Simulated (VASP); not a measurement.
Level of theory: PBEsol GGA, VASP's PBE PAW potentials (set 64) (plane waves; VASP 6.6.1).

The input files of a VASP run:

File KPOINTS:
```
Automatic mesh
0
Gamma
3 3 3
0 0 0
```

File POSCAR:
```
Na2S
1
    6.2390760000     0.0000000000     0.0000000000
    0.0000000000     6.2390760000     0.0000000000
    0.0000000000     0.0000000000     6.2390760000
Na S
4 2
Direct
  0.7500000000   0.7500000000   0.7500000000
  0.7500000000   0.2500000000   0.2500000000
  0.2500000000   0.7500000000   0.2500000000
  0.2500000000   0.2500000000   0.7500000000
  0.0000000000   0.0000000000   0.0000000000
  0.5000000000   0.5000000000   0.5000000000
```

**INCAR**
```
ALGO = Normal
EDIFF = 1E-6
ENCUT = 300
GGA = PS
ISIF = 2
ISMEAR = -1
LASPH = .TRUE.
LCHARG = .FALSE.
LREAL = .FALSE.
LWAVE = .FALSE.
NELM = 100
PREC = Accurate
SIGMA = 0.1
SYSTEM = Na2S
```

POTCAR, in this order: Na_pv S (PBE.64 set). Program: vasp_std.

At this cut-off the stress carries a Pulay error, which pulls relaxed volumes low.

Task: Predict the energy per atom (σ→0), pressure, band gap (on the k-mesh).

Result: 
energy per atom (σ→0): -3.095 eV/atom
band gap (on the k-mesh): 1.43 eV
pressure: -1.73 GPa

**OSZICAR**
```
...
DAV:   8    -0.185554620518E+02   -0.68540E-03   -0.69146E-02   208   0.163E+00    0.657E-01
DAV:   9    -0.185581049608E+02   -0.26429E-02   -0.70908E-03   240   0.412E-01    0.633E-01
DAV:  10    -0.185714411014E+02   -0.13336E-01   -0.26083E-02   192   0.670E-01    0.441E-01
DAV:  11    -0.185714260117E+02    0.15090E-04   -0.31754E-04   216   0.136E-01    0.129E-01
DAV:  12    -0.185715720695E+02   -0.14606E-03   -0.21211E-04   192   0.839E-02    0.191E-02
DAV:  13    -0.185715699847E+02    0.20848E-05   -0.33243E-05   176   0.311E-02    0.664E-03
DAV:  14    -0.185715706464E+02   -0.66168E-06   -0.83280E-06   192   0.122E-02
   1 F= -.18571571E+02 E0= -.18571314E+02  d E =-.512736E-03
```

The structure was generated: Na2S was put into an ordered model structure, which need not be its known phase. The cell was not relaxed at this level. The run is one of a series of settings (GGA = PS against the base run), some of them coarse on purpose.
